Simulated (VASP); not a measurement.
## HgS: energy against volume

HgS (zinc blende, F-43m, 25.515 Å³/atom and stress up to 0.01 GPa in the relaxed cell, cube axes along x, y and z) under an equal strain ε along all three axes. PBEsol in VASP (plane waves, PAW), 480 eV, 10×10×10 Γ-centred mesh, Methfessel-Paxton smearing 0.10 eV; ions are relaxed, or left where forces stay under 0.02 eV/Å, within the symmetry of each cell.

Here V stands for volume and E for E less E0.

| volume (Å³/atom) | E less E0 (meV/atom) | pressure (GPa) |
|---|---|---|
| 23.2873 | ? | ? |
| 24.0149 | 19.26 | 4.23 |
| 24.3844 | 10.73 | 3.05 |
| 24.7576 | 4.77 | 1.95 |
| 25.1346 | 1.25 | 0.93 |
| 25.5155 | 0.00 | -0.01 |
| 25.9001 | 0.92 | -0.88 |
| 26.2886 | 3.88 | -1.68 |
| 26.6810 | 8.75 | -2.43 |
| 27.0772 | 15.43 | -3.10 |

The 9 complete rows are fitted with the third-order Birch-Murnaghan form, a cubic in V^(-2/3), E against V. With u = V^(-2/3) - 0.1154, the rows have u = 0.0047377, 0.0035210, 0.0023229, 0.0011428, -0.0000200, -0.0011650, -0.0022933, -0.0034050, -0.0045002. Least squares gives E = 0.006 + 152.9·u + 810171·u² + 3239703·u³. Residuals (row less fit): 0.000, 0.000, -0.003, 0.006, -0.003, -0.002, 0.003, -0.001, 0.000; standard error 0.004 (degrees of freedom: 5). Its minimum lies at u = -0.0000944, so V0 = (0.1153056)^(-3/2) = 25.54. There d²E/du² = 1619000 and d³E/du³ = 1.944e7, so B0 = (4/9) × 25.54^(-7/3) × 1619000 × 0.160218 = 60.0 GPa (the last factor turns the table's units into GPa), and B0' = 4 + (2/3) × 0.1153056 × (1.944e7)/1619000 = 4.9. B0' rests on the cubic coefficient alone and has a standard error of 0.1 from these residuals.

**Question.** Predict the withheld E at V = 23.2873 from the fit, and compare with the calculation.

**Answer.** u = 0.0072273, so E = 0.006 + 152.9 × 0.0072273 + 810171 × 0.0072273² + 3239703 × 0.0072273³ = 44.652 meV/atom. The calculation gives 44.65 meV/atom, which the fit meets to the printed digits. The row lies outside the fitted rows, so this is an extrapolation. The scatter of the fitted rows lies at the last printed digit.

This level leaves no gap over 0.05 eV at strain -3.00, -2.00, -1.50, -1.00, -0.50, 0.00, 0.50, 1.00, 1.50, 2.00 %. Spin-orbit coupling is left out, which can shift these values for the heavy elements here. Other structures, which can take over under pressure, weren't tried. The same form fitted to the pressure column gives B0' = 4.9; series where the two differ by over 0.4 aren't shown. HgS is here metacinnabar; cinnabar is the stable form. Rows are the converged runs of the series near zero and its far end, less any whose ions stayed unrelaxed beside relaxed ones; series whose fitted rows scatter by over a few per cent of the range, as at a crossing or softening among them, aren't shown in this form.
